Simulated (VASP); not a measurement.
A convergence study with VASP on Cu2O (cuprite): one setting is varied, all else stays as given below, so the limit is that of these other settings. Each run relaxes cell and ions from the cell shown.

```
CELL_PARAMETERS angstrom
      4.27000     0.00000     0.00000
      0.00000     4.27000     0.00000
      0.00000     0.00000     4.27000
ATOMIC_POSITIONS crystal
  Cu 0.75000 0.25000 0.75000
  Cu 0.25000 0.75000 0.75000
  Cu 0.75000 0.75000 0.25000
  Cu 0.25000 0.25000 0.25000
  O  0.00000 0.00000 0.00000
  O  0.50000 0.50000 0.50000
```

All values below come from PBE GGA, VASP's PBE PAW potentials (set 64) (plane waves; VASP). The tightest run used: 700 eV cut-off, 9×9×9 Γ-centred mesh, Gaussian smearing of 0.050 eV, potentials Cu O.

Gaps are read on the run's mesh, which can miss a band edge.

**Question.** The settings run are 2×2×2 mesh; 3×3×3 mesh; 5×5×5 mesh; 6×6×6 mesh; 7×7×7 mesh; 8×8×8 mesh; 9×9×9 mesh. From which on does the relaxed volume stay within 0.05 Å³/atom of the tightest run?

**Answer.** From 3×3×3 mesh on: it is off by 0.034 there and by no more than 0.05 in any finer run, while 2×2×2 mesh is off by 0.222.
```json
[
 {"setting": "2×2×2 mesh", "relaxed volume (Å³/atom)": "13.532", "E (eV/atom)": "-4.4903", "gap on the mesh (eV)": "0.437", "irreducible k-points": "4", "difference judged (Å³/atom)": "0.222"},
 {"setting": "3×3×3 mesh", "relaxed volume (Å³/atom)": "13.344", "E (eV/atom)": "-4.5442", "gap on the mesh (eV)": "0.464", "irreducible k-points": "4", "difference judged (Å³/atom)": "0.034"},
 {"setting": "5×5×5 mesh", "relaxed volume (Å³/atom)": "13.314", "E (eV/atom)": "-4.5488", "gap on the mesh (eV)": "0.468", "irreducible k-points": "10", "difference judged (Å³/atom)": "0.005"},
 {"setting": "6×6×6 mesh", "relaxed volume (Å³/atom)": "13.311", "E (eV/atom)": "-4.5491", "gap on the mesh (eV)": "0.468", "irreducible k-points": "20", "difference judged (Å³/atom)": "0.002"},
 {"setting": "7×7×7 mesh", "relaxed volume (Å³/atom)": "13.310", "E (eV/atom)": "-4.5492", "gap on the mesh (eV)": "0.469", "irreducible k-points": "20", "difference judged (Å³/atom)": "0.001"},
 {"setting": "8×8×8 mesh", "relaxed volume (Å³/atom)": "13.310", "E (eV/atom)": "-4.5492", "gap on the mesh (eV)": "0.469", "irreducible k-points": "35", "difference judged (Å³/atom)": "0.000"},
 {"setting": "9×9×9 mesh", "relaxed volume (Å³/atom)": "13.309", "E (eV/atom)": "-4.5492", "gap on the mesh (eV)": "0.469", "irreducible k-points": "35", "difference judged (Å³/atom)": "0.000"}
]
```

Left out are rungs that failed or repeat a setting and relaxations that didn't move; long series are thinned to 24 rows.

The compound is Cu2O in the cuprite structure.
